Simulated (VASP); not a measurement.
Given:

```yaml
crystal:
  lattice:
    - [2.79754, 0.00000, 0.00000]
    - [0.00000, 2.79754, 0.00000]
    - [0.00000, 0.00000, 4.02398]
  atoms:
    - { symbol: Ti, position: [0.00000, 0.00000, 0.00000] }
    - { symbol: Al, position: [0.50000, 0.50000, 0.50000] }
```

Level of theory: PBEsol GGA, VASP's PBE PAW potentials (set 64) (plane waves; VASP). Settings: 400 eV cut-off, 12×12×8 Γ-centred mesh, first-order Methfessel-Paxton smearing of 0.10 eV, potentials Ti_sv Al.

Predict the energy per atom (σ→0), band gap (on the k-mesh) with the smallest direct gap where there is one.

| Quantity | Result |
|---|---|
| band gap (on the k-mesh) | none (metal, semimetal or under 0.01 eV) |
| energy per atom (σ→0) | -639.1 kJ/mol of atoms |

Only differences to runs with the same potentials and settings are physical.

The compound is TiAl in the L1_0 structure. It was relaxed first. The start is the result of an earlier pass. The electron count is odd and the run is not spin-polarised, which forces a metal.
